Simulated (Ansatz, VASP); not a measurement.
# Cross-check of YbS between VASP and Ansatz, part 2 of 3

Aim: how closely do two programs agree when they are given the same cell, functional and k mesh? Of the first pair: The two relaxations start from unlike cells of this crystal (the structure described is Ansatz's start), so only their ends are compared.

VASP 6.6.1 and Ansatz 0.2.0.

So far: The starting structure; Ansatz: relaxation of cell and atoms, PBEsol, DFT+U.

### 3. VASP: relaxation of cell and atoms, PBEsol, DFT+U

Level of this step: PBEsol, DFT+U (Yb f 6 eV), no spin polarisation; plane waves and PAW (Yb, S) (VASP).

Its own start cell and the same functional and mesh now go to VASP, with its own data sets.

Lines of VASP's logs that name or quote its potential files are left out, and so is its time.

Contents of INCAR:

```
SYSTEM = YbS
PREC = Accurate
ENCUT = 600
EDIFF = 1E-07
NELM = 200
ISMEAR = 0
SIGMA = 0.01
LREAL = .FALSE.
ALGO = Normal
GGA = PS
NBANDS = 21
LDAU = .TRUE.
LDAUTYPE = 2
LDAUL = 3 -1
LDAUU = 6 0
LDAUJ = 0 0
LDAUPRINT = 1
LASPH = .TRUE.
LMAXMIX = 6
LORBIT = 11
LWAVE = .FALSE.
LCHARG = .FALSE.
ISIF = 3
IBRION = 2
NSW = 80
EDIFFG = -0.005
GGA_COMPAT = .FALSE.
NELMIN = 4
EFERMI = MIDGAP
KPAR = 2
```

Contents of POSCAR:

```
YbS
1.0
    0.0000000000      2.7839325881      2.7839325881
    2.7839325881      0.0000000000      2.7839325881
    2.7839325881      2.7839325881      0.0000000000
Yb S
1 1
Direct
    0.5000000000      0.5000000000      0.5000000000
    0.0000000000      0.0000000000      0.0000000000
```

Contents of KPOINTS:

```
Automatic mesh
0
Gamma
8 8 8
0 0 0
```

Potentials, in the order of the species: Yb and S (PBE family, release 64).

Command:

```sh
> mpirun -np 2 vasp_std
```

Numbers of over 12 decimals in the logs are rounded to 6 here.

Output:

```text
[banner, memory and clock lines left out]
running    2 mpi-ranks, on    1 nodes
 distrk:  each k-point on    1 cores,    2 groups
 distr:  one band on    1 cores,    1 groups

 POSCAR found type information on POSCAR YbS
 POSCAR found :  2 types and       2 ions
|                                                                             |
|               ----> ADVICE to this user running VASP <----                  |
|                                                                             |
|     You enforced a specific xc type in the INCAR file but a different       |
|     [... a line on the potential file left out ...]
|     I HOPE YOU KNOW WHAT YOU ARE DOING!                                     |
|                                                                             |

 LDA part: xc-table for (Slater+PW92), standard interpolation
 POSCAR, INCAR and KPOINTS ok, starting setup
 FFT: planning ... GRIDC
 FFT: planning ... GRID_SOFT
 FFT: planning ... GRID
 WAVECAR not read
 entering main loop
       N       E                     dE             d eps       ncg     rms          rms(c)
DAV:   1     0.192473351119E+03    0.19247E+03   -0.11575E+04  1669   0.103E+04
DAV:   2     0.194777037971E+02   -0.17300E+03   -0.16303E+03  1569   0.908E+02
DAV:   3    -0.795633751462E+01   -0.27434E+02   -0.26756E+02  1770   0.161E+02
DAV:   4    -0.121286099171E+02   -0.41723E+01   -0.41494E+01  2387   0.470E+01
DAV:   5    -0.123937764110E+02   -0.26517E+00   -0.26489E+00  2044   0.138E+01    0.259E+01
DAV:   6    -0.121052299176E+02    0.28855E+00   -0.74943E+00  1541   0.136E+02    0.240E+01
DAV:   7    -0.119172072274E+02    0.18802E+00   -0.43119E+00  1730   0.632E+01    0.133E+01
DAV:   8    -0.119078443111E+02    0.93629E-02   -0.54695E-01  2304   0.177E+01    0.105E+01
DAV:   9    -0.119523141466E+02   -0.44470E-01   -0.32275E-01  1527   0.225E+01    0.165E+01
DAV:  10    -0.119377761356E+02    0.14538E-01   -0.40438E-02  2247   0.401E+00    0.114E+01
DAV:  11    -0.119045546274E+02    0.33222E-01   -0.20238E-01  1498   0.155E+01    0.281E+00
DAV:  12    -0.119054990994E+02   -0.94447E-03   -0.83223E-03  2171   0.865E-01    0.327E+00
DAV:  13    -0.119055128155E+02   -0.13716E-04   -0.37507E-04  2168   0.135E-01    0.320E+00
DAV:  14    -0.119053943201E+02    0.11850E-03   -0.57049E-05  2074   0.255E-01    0.164E+00
DAV:  15    -0.119052598839E+02    0.13444E-03   -0.37419E-04  2015   0.800E-01    0.881E-01
DAV:  16    -0.119052486281E+02    0.11256E-04   -0.20633E-04  2367   0.430E-01    0.218E-01
DAV:  17    -0.119052525012E+02   -0.38730E-05   -0.36074E-05  2212   0.545E-02    0.139E-01
DAV:  18    -0.119052536935E+02   -0.11924E-05   -0.48154E-06  2040   0.401E-02    0.505E-01
DAV:  19    -0.119052523148E+02    0.13787E-05   -0.38885E-06  1685   0.833E-02    0.294E-01
DAV:  20    -0.119052520111E+02    0.30373E-06   -0.86272E-07  2124   0.227E-02    0.164E-01
DAV:  21    -0.119052520213E+02   -0.10220E-07   -0.68488E-08   953   0.647E-03
   1 F= -.11905252E+02 E0= -.11905252E+02  d E =-.119053E+02
[...]
2 F= -.11905233E+02 E0= -.11905233E+02  d E =0.190812E-04
[...]
3 F= -.11905252E+02 E0= -.11905252E+02  d E =-.816081E-07
 curvature:  -0.20 expect dE=-0.323E-05 dE for cont linesearch -0.323E-05
 ZBRENT: interpolating
 opt :   0.1941  next Energy=   -11.905254 (dE=-0.165E-05)
 bond charge predicted
       N       E                     dE             d eps       ncg     rms          rms(c)
DAV:   1    -0.119053108061E+02   -0.58698E-04   -0.41437E-04  1677   0.606E-01    0.319E-01
DAV:   2    -0.119052932549E+02    0.17551E-04   -0.11618E-03  1520   0.135E+00    0.275E-01
DAV:   3    -0.119052537376E+02    0.39517E-04   -0.29759E-04  1614   0.695E-01    0.158E-02
DAV:   4    -0.119052524074E+02    0.13302E-05   -0.10753E-05  2325   0.411E-02    0.720E-02
DAV:   5    -0.119052527410E+02   -0.33359E-06   -0.12420E-06  1862   0.337E-02    0.826E-02
DAV:   6    -0.119052526847E+02    0.56365E-07   -0.19398E-06  2089   0.497E-02    0.235E-02
DAV:   7    -0.119052526580E+02    0.26679E-07   -0.33856E-07  1395   0.201E-02
   4 F= -.11905253E+02 E0= -.11905253E+02  d E =-.636676E-06
 curvature:  -0.10 expect dE=-0.115E-07 dE for cont linesearch -0.115E-07
 trial: gam= 0.00000 g(F)=  0.789E-58 g(S)=  0.118E-06 ort =-0.235E-05 (trialstep = 0.839E+00)
 search vector abs. value=  0.118E-06
 reached required accuracy - stopping structural energy minimisation
```

OUTCAR, selected parts (step 3):

```text
ion  position               nearest neighbor table
   1  0.500  0.500  0.500-   2 2.78   2 2.78   2 2.78   2 2.78   2 2.78   2 2.78
   2  0.000  0.000  0.000-   1 2.78   1 2.78   1 2.78   1 2.78   1 2.78   1 2.78

  LATTYP: Found a face centered cubic cell.
 ALAT       =     5.5678651762

 Subroutine GETGRP returns: Found 48 space group operations
 (whereof 48 operations were pure point group operations)

The static configuration has the point symmetry O_h .

 Found     29 irreducible k-points:

   k-points           NKPTS =     29   k-points in BZ     NKDIM =     29   number of bands    NBANDS=     21

   dimension x,y,z NGX =    32 NGY =   32 NGZ =   32
   dimension x,y,z NGXF=    64 NGYF=   64 NGZF=   64

   ENCUT  =  600.0 eV  44.10 Ry    6.64 a.u.   7.86  7.86  7.86*2*pi/ulx,y,z

   NELECT =      30.0000    total number of electrons

 k-points in reciprocal lattice and weights: Automatic mesh
   0.00000000  0.00000000  0.00000000       0.002
   0.12500000  0.00000000  0.00000000       0.016
   0.25000000  0.00000000  0.00000000       0.016
   0.37500000  0.00000000  0.00000000       0.016
   0.50000000  0.00000000  0.00000000       0.008
   0.12500000  0.12500000  0.00000000       0.012
   0.25000000  0.12500000  0.00000000       0.047
   0.37500000  0.12500000  0.00000000       0.047
   0.50000000  0.12500000  0.00000000       0.047
[...]
-0.37500000  0.50000000  0.12500000       0.023
  -0.25000000  0.50000000  0.25000000       0.012

atom =   1  type =  1  l = 3

 onsite density matrix

spin component  1

  0.9873  0.0000  0.0001 -0.0000  0.0000  0.0000  0.0000
  0.0000  0.9854 -0.0000  0.0000  0.0000 -0.0000 -0.0000
  0.0001 -0.0000  0.9872  0.0000  0.0000 -0.0000  0.0000
 -0.0000  0.0000  0.0000  0.9873 -0.0000  0.0000  0.0000
  0.0000  0.0000  0.0000 -0.0000  0.9872  0.0000 -0.0001
  0.0000 -0.0000 -0.0000  0.0000  0.0000  0.9872  0.0000
  0.0000 -0.0000  0.0000  0.0000 -0.0001  0.0000  0.9873

spin component  2

 occupancies and eigenvectors

  o =  0.9854  v =  0.0000  1.0000 -0.0000  0.0000 -0.0000 -0.0000  0.0000  0.0000  0.0000  0.0000  0.0000  0.0000  0.0000  0.0000      0.0000  0.0000  0.0000  0.0000  0.0000  0.0000  0.0000  0.0000  0.0000  0.0000  0.0000  0.0000  0.0000  0.0000
  o =  0.9854  v =  0.0000  0.0000  0.0000  0.0000  0.0000  0.0000  0.0000  0.0000  1.0000 -0.0000  0.0000 -0.0000 -0.0000  0.0000      0.0000  0.0000  0.0000  0.0000  0.0000  0.0000  0.0000  0.0000  0.0000  0.0000  0.0000  0.0000  0.0000  0.0000
  o =  0.9872  v =  0.0000  0.0000 -0.0000  0.0000  0.7660 -0.2473  0.5934  0.0000  0.0000  0.0000  0.0000  0.0000  0.0000  0.0000      0.0000  0.0000  0.0000  0.0000  0.0000  0.0000  0.0000  0.0000  0.0000  0.0000  0.0000  0.0000  0.0000  0.0000
  o =  0.9872  v =  0.0000  0.0000  0.0000  0.0000  0.0000  0.0000  0.0000  0.0000  0.0000 -0.0000  0.0000  0.7660 -0.2473  0.5934      0.0000  0.0000  0.0000  0.0000  0.0000  0.0000  0.0000  0.0000  0.0000  0.0000  0.0000  0.0000  0.0000  0.0000
  o =  0.9872  v =  0.0000  0.0000 -0.0000 -0.0000  0.1955  0.9689  0.1514  0.0000  0.0000  0.0000  0.0000  0.0000  0.0000  0.0000      0.0000  0.0000  0.0000  0.0000  0.0000  0.0000  0.0000  0.0000  0.0000  0.0000  0.0000  0.0000  0.0000  0.0000
  o =  0.9872  v =  0.0000  0.0000  0.0000  0.0000  0.0000  0.0000  0.0000  0.0000  0.0000 -0.0000 -0.0000  0.1955  0.9689  0.1514      0.0000  0.0000  0.0000  0.0000  0.0000  0.0000  0.0000  0.0000  0.0000  0.0000  0.0000  0.0000  0.0000  0.0000
  o =  0.9872  v =  0.0000  0.0000  0.0000  0.0000  0.0000  0.0000  0.0000 -0.6124  0.0000  0.7906 -0.0000  0.0000  0.0000  0.0000      0.0000  0.0000  0.0000  0.0000  0.0000  0.0000  0.0000  0.0000  0.0000  0.0000  0.0000  0.0000  0.0000  0.0000
  o =  0.9872  v = -0.6124  0.0000  0.7906 -0.0000  0.0000  0.0000  0.0000  0.0000  0.0000  0.0000  0.0000  0.0000  0.0000  0.0000      0.0000  0.0000  0.0000  0.0000  0.0000  0.0000  0.0000  0.0000  0.0000  0.0000  0.0000  0.0000  0.0000  0.0000
  o =  0.9873  v =  0.0000 -0.0000 -0.0000 -0.1489 -0.6055 -0.0000  0.7818  0.0000  0.0000  0.0000  0.0000  0.0000  0.0000  0.0000      0.0000  0.0000  0.0000  0.0000  0.0000  0.0000  0.0000  0.0000  0.0000  0.0000  0.0000  0.0000  0.0000  0.0000
  o =  0.9873  v =  0.0000  0.0000  0.0000  0.0000  0.0000  0.0000  0.0000  0.0000 -0.0000 -0.0000 -0.1489 -0.6055 -0.0000  0.7818      0.0000  0.0000  0.0000  0.0000  0.0000  0.0000  0.0000  0.0000  0.0000  0.0000  0.0000  0.0000  0.0000  0.0000
  o =  0.9873  v =  0.0000  0.0000  0.0000  0.0000  0.0000  0.0000  0.0000  0.0000  0.0000 -0.0000 -0.9889  0.0912 -0.0000 -0.1177      0.0000  0.0000  0.0000  0.0000  0.0000  0.0000  0.0000  0.0000  0.0000  0.0000  0.0000  0.0000  0.0000  0.0000
  o =  0.9873  v =  0.0000  0.0000 -0.0000 -0.9889  0.0912 -0.0000 -0.1177  0.0000  0.0000  0.0000  0.0000  0.0000  0.0000  0.0000      0.0000  0.0000  0.0000  0.0000  0.0000  0.0000  0.0000  0.0000  0.0000  0.0000  0.0000  0.0000  0.0000  0.0000
  o =  0.9873  v =  0.0000  0.0000  0.0000  0.0000  0.0000  0.0000  0.0000 -0.7906 -0.0000 -0.6124  0.0000 -0.0000 -0.0000 -0.0000      0.0000  0.0000  0.0000  0.0000  0.0000  0.0000  0.0000  0.0000  0.0000  0.0000  0.0000  0.0000  0.0000  0.0000
  o =  0.9873  v = -0.7906 -0.0000 -0.6124  0.0000 -0.0000 -0.0000 -0.0000  0.0000  0.0000  0.0000  0.0000  0.0000  0.0000  0.0000      0.0000  0.0000  0.0000  0.0000  0.0000  0.0000  0.0000  0.0000  0.0000  0.0000  0.0000  0.0000  0.0000  0.0000

 average (electrostatic) potential at core
       1 -30.7362       2 -87.5931

 E-fermi :   3.8101

 k-point     1 :       0.0000    0.0000    0.0000
  band No.  band energies     occupation
    ...
     11       3.2000      2.00000
     12       3.2000      2.00000
     13       3.6916      2.00000
     14       3.6916      2.00000
     15       3.6916      2.00000
     16       6.0066      0.00000
     17       6.3188      0.00000
     18       6.3188      0.00000
     19       6.3188      0.00000
     20       7.3911      0.00000
    ...

 k-point     2 :       0.1250    0.0000    0.0000
  band No.  band energies     occupation
    ...
     11       3.1815      2.00000
     12       3.2005      2.00000
     13       3.4461      2.00000
     14       3.5199      2.00000
     15       3.5199      2.00000
     16       6.2520      0.00000
     17       6.6531      0.00000
     18       6.6531      0.00000
     19       7.0419      0.00000
     20       7.9997      0.00000
    ...

 k-point     3 :       0.2500    0.0000    0.0000
  band No.  band energies     occupation
    ...
     11       3.1429      2.00000
     12       3.2019      2.00000
     13       3.2569      2.00000
     14       3.2946      2.00000
     15       3.2946      2.00000
     16       6.4529      0.00000
     17       7.5214      0.00000
     18       7.5214      0.00000
     19       8.7408      0.00000
     20       9.4825      0.00000
    ...

 k-point     4 :       0.3750    0.0000    0.0000
  band No.  band energies     occupation
    ...
     11       3.1087      2.00000
     12       3.1836      2.00000
     13       3.1836      2.00000
     14       3.2010      2.00000
     15       3.2032      2.00000
     16       7.0207      0.00000
     17       8.7923      0.00000
     18       8.7923      0.00000
     19       9.6459      0.00000
     20      11.1801      0.00000
    ...

 k-point     5 :       0.5000    0.0000    0.0000
  band No.  band energies     occupation
    ...
     11       3.0946      2.00000
     12       3.1544      2.00000
     13       3.1544      2.00000
     14       3.1958      2.00000
     15       3.2037      2.00000
     16       7.5817      0.00000
     17       9.2125      0.00000
     18       9.8312      0.00000
     19       9.8312      0.00000
     20      11.4445      0.00000
    ...

 k-point     6 :       0.1250    0.1250    0.0000
  band No.  band energies     occupation
    ...
     11       3.1816      2.00000
     12       3.1870      2.00000
     13       3.3637      2.00000
     14       3.5608      2.00000
     15       3.5608      2.00000
     16       5.8098      0.00000
     17       6.6412      0.00000
     18       7.1351      0.00000
     19       7.1351      0.00000
     20       7.5683      0.00000
    ...

  Total        0.0012771      0.0012771      0.0012771      0.0000000      0.0000000     -0.0000000
  in kB        0.0474352      0.0474352      0.0474352      0.0000000      0.0000000     -0.0000000
  external PRESSURE =       0.0474352 kB  Pullay stress =       0.0000000 kB

  energy-cutoff  :      600.00
  volume of cell :       43.14
      direct lattice vectors                 reciprocal lattice vectors
    -0.000000000  2.783600854  2.783600854    -0.179623454  0.179623454  0.179623454
     2.783600854  0.000000000  2.783600854     0.179623454 -0.179623454  0.179623454
     2.783600854  2.783600854  0.000000000     0.179623454  0.179623454 -0.179623454

 POSITION                                       TOTAL-FORCE (eV/Angst)
 -----------------------------------------------------------------------------------
      2.78360      2.78360      2.78360        -0.000000      0.000000      0.000000
      0.00000      0.00000      0.00000         0.000000     -0.000000     -0.000000
 -----------------------------------------------------------------------------------
    total drift:                               -0.000000     -0.000000      0.000000

  FREE ENERGIE OF THE ION-ELECTRON SYSTEM (eV)
  ---------------------------------------------------
  free  energy   TOTEN  =       -11.9052526580 eV

  energy  without entropy=      -11.9052526580  energy(sigma->0) =      -11.90525266

 reached required accuracy - stopping structural energy minimisation

 total charge
# of ion       s       p       d       f       tot
--------------------------------------------------
    1        2.104   6.081   0.346  13.808  22.338
    2        1.308   2.463   0.000   0.000   3.770
--------------------------------------------------
tot          3.411   8.543   0.346  13.808  26.109
```

CONTCAR:

```
YbS
   1.00000000000000
    -0.0000000000000000    2.7836008543299995    2.7836008543299995
     2.7836008543299995    0.0000000000000000    2.7836008543299995
     2.7836008543299995    2.7836008543299995    0.0000000000000000
  Yb              S
     1     1
Direct
     0.5000000000000000    0.5000000000000000    0.5000000000000000
     0.0000000000000000    0.0000000000000000    0.0000000000000000
```

This run has no spin polarisation, so a moment on Yb, if there is one, isn't seen. DFT+U on an f shell has many metastable occupations, and no search among them was made.

### 4. Comparison

Known differences besides the potentials themselves: U acts on the PAW sphere in VASP and on atomic orbitals in Ansatz, so only states and trends compare; fixed occupations in Ansatz, narrow Gaussian smearing in VASP; the cutoff is 420 eV in Ansatz and 600 eV in VASP; Ansatz makes its cores anew for this functional, VASP keeps those of its PBE data sets; Ansatz adds a Pulay correction to the stress that steers its cell, VASP none. Total energies have different zeros and are not compared.

The two programs side by side:

```tsv
quantity	Ansatz	VASP	difference
volume (Å³)	43.87	43.14	+1.70 %
edge a after relaxation, in the typed setting (Å)	3.959	3.937	+0.56 %
```

VASP's last cycles still show a density residual of 2e-03, so its state may not be settled.

[end of part 2 of 3]

[Lines on the potential files, build, host, timing and source positions are cut from VASP's logs without a mark.]

[Logs are printed without paths, hosts, clocks, repeated set-up lines and the standing remarks that a program may print on its own settings, such as how far it seeks lower states.]

[Hosts, paths, dates, database ids (printed as entryN), source tags and the programs' standing remarks are cut or masked in the printed files.]
